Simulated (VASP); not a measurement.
Consider the following.

```yaml
crystal:
  lattice:
    - [0.00000, 3.14500, 3.14500]
    - [3.14500, 0.00000, 3.14500]
    - [3.14500, 3.14500, 0.00000]
  atoms:
    - { symbol: K, position: [0.00000, 0.00000, 0.00000] }
    - { symbol: Cl, position: [0.50000, 0.50000, 0.50000] }
```

All values below come from PBE GGA, VASP's PBE PAW potentials (set 64) (plane waves; VASP 6.6.1). Run with 400 eV cut-off, 6×6×6 Γ-centred mesh, Gaussian smearing of 0.050 eV, potentials K_sv Cl.

**Question.** What does the run give for the energy per atom (σ→0), band gap (on the k-mesh) with the smallest direct gap where there is one?

**Answer.** 
```
Quantity                                     Result
-----------------------------------  --------------
band gap (on the k-mesh)                    5.19 eV
smallest direct gap (on the k-mesh)         5.19 eV
energy per atom (σ→0)                -3.402 eV/atom
```

Total energies compare only between runs with the same potentials, cut-off and functional.

The compound is KCl in the rock salt structure. The cell was not relaxed at this level.
